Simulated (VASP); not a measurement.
An input for Quantum ESPRESSO's pw.x (written as the equivalent of a VASP run, and not itself run):

```
&CONTROL
  calculation = 'scf'
  pseudo_dir = './pseudo'
  outdir = './out'
  tprnfor = .true.
  tstress = .true.
/
&SYSTEM
  ibrav = 0
  nat = 4
  ntyp = 3
  ecutwfc = 96
  occupations = 'smearing'
  smearing = 'fermi-dirac'
  degauss = 0.009996
  input_dft = 'pbesol'
  nspin = 2
  starting_magnetization(1) = 0.5
  starting_magnetization(2) = -0.5
/
&ELECTRONS
  conv_thr = 7.3e-08
  electron_maxstep = 100
/
ATOMIC_SPECIES
  Mn1 54.938 Mn.upf
  Mn2 54.938 Mn.upf
  O 15.999 O.upf
CELL_PARAMETERS angstrom
     4.5456720    2.2728360    2.2728360
     2.2728360    4.5456720    2.2728360
     2.2728360    2.2728360    4.5456720
ATOMIC_POSITIONS crystal
  Mn1  0.0000000  0.0000000  0.0000000
  Mn2  0.5000000  0.5000000  0.5000000
  O    0.2500000  0.2500000  0.2500000
  O    0.7500000  0.7500000  0.7500000
K_POINTS automatic
  2 2 2 0 0 0
```

**Question.** Translate this input to VASP (INCAR, KPOINTS, POSCAR, choice of POTCAR).

**Answer.** This is not unique; one that fits is 
KPOINTS:
```
Automatic mesh
0
G
  2 2 2
```

### INCAR
```
SYSTEM  =  MnO
PREC  =  Accurate; ENCUT  =  320; LREAL  =  .FALSE.
LASPH  =  .TRUE.
EDIFF  =  1E-6; NELM  =  100; ALGO  =  Normal
LMAXMIX  =  4
ISMEAR  =  -1; SIGMA  =  0.136
GGA  =  PS
MAGMOM  =  5.0 -5.0 0.0 0.0
ISPIN  =  2
ISIF  =  2
LWAVE  =  .FALSE.; LCHARG  =  .FALSE.; LORBIT  =  11
```

File POSCAR:
```
MnO
1
    4.5456720000     2.2728360000     2.2728360000
    2.2728360000     4.5456720000     2.2728360000
    2.2728360000     2.2728360000     4.5456720000
Mn O
2 2
Direct
  0.0000000000   0.0000000000   0.0000000000
  0.5000000000   0.5000000000   0.5000000000
  0.2500000000   0.2500000000   0.2500000000
  0.7500000000   0.7500000000   0.7500000000
```

POTCAR, in this order: Mn_pv O (PBE.64 set). Program: vasp_std.

Limits of the translation: the potentials are each code's own (VASP's PAW set, PseudoDojo norm-conserving files in pw.x), so ENCUT and ecutwfc are chosen apart and not converted; conv_thr bounds pw.x's estimated SCF error, while EDIFF bounds the energy change between steps; starting_magnetization is a fraction of the valence charge and MAGMOM a moment in μB, so they match only roughly.

The structure is a typed MnO crystal. The cell was not relaxed at this level. The k-mesh is coarse (spacing up to 1.15 per Å, 2π included), so the numbers may not be converged in it. The run is one of a series of settings (ENCUT = 320, ISMEAR = -1, SIGMA = 0.136, KPOINTS 2×2×2 Γ-centred mesh against the base run), some of them coarse on purpose.
